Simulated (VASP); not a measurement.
An input for Quantum ESPRESSO's pw.x (written as the equivalent of a VASP run, and not itself run):

```
&CONTROL
  calculation = 'vc-relax'
  pseudo_dir = './pseudo'
  outdir = './out'
  tprnfor = .true.
  tstress = .true.
  nstep = 60
  forc_conv_thr = 0.00039
/
&SYSTEM
  ibrav = 0
  nat = 2
  ntyp = 2
  ecutwfc = 84
  occupations = 'smearing'
  smearing = 'methfessel-paxton'
  degauss = 0.00735
  input_dft = 'pz'
/
&ELECTRONS
  conv_thr = 7.3e-08
  electron_maxstep = 100
/
&IONS
/
&CELL
/
ATOMIC_SPECIES
  Hf 178.490 Hf.upf
  N 14.007 N.upf
CELL_PARAMETERS angstrom
     0.0000000    2.2600000    2.2600000
     2.2600000    0.0000000    2.2600000
     2.2600000    2.2600000    0.0000000
ATOMIC_POSITIONS crystal
  Hf   0.0000000  0.0000000  0.0000000
  N    0.5000000  0.5000000  0.5000000
K_POINTS automatic
  13 13 13 0 0 0
```

Question: Translate this input to VASP (INCAR, KPOINTS, POSCAR, choice of POTCAR).

Answer: One answer among several that fit: 
INCAR:
```
# general
SYSTEM  = HfN
PREC    = Accurate
ENCUT   = 520
LREAL   = .FALSE.
LASPH   = .TRUE.

# electronic loop
EDIFF   = 1E-6
NELM    = 100
ALGO    = Normal
LMAXMIX = 6

# smearing
ISMEAR  = 1
SIGMA   = 0.1

# ions
IBRION  = 2
NSW     = 60
ISIF    = 3
EDIFFG  = -0.01

# output
LWAVE   = .FALSE.
LCHARG  = .FALSE.
```

**POSCAR**
```
HfN
1
    0.0000000000     2.2600000000     2.2600000000
    2.2600000000     0.0000000000     2.2600000000
    2.2600000000     2.2600000000     0.0000000000
Hf N
1 1
Direct
  0.0000000000   0.0000000000   0.0000000000
  0.5000000000   0.5000000000   0.5000000000
```

File KPOINTS:
```
Automatic
0
gamma
  13 13 13
0 0 0
```

POTCAR, in this order: Hf_pv N (LDA.64 set). Program: vasp_std.

Limits of the translation: the potentials are each code's own (VASP's PAW set, PseudoDojo norm-conserving files in pw.x), so ENCUT and ecutwfc are chosen apart and not converted; conv_thr bounds pw.x's estimated SCF error, while EDIFF bounds the energy change between steps; forc_conv_thr acts on force components and is met together with etot_conv_thr.

The compound is HfN in the rock salt structure. This run relaxes it. Symmetry was kept, so distortions that lower it aren't found.
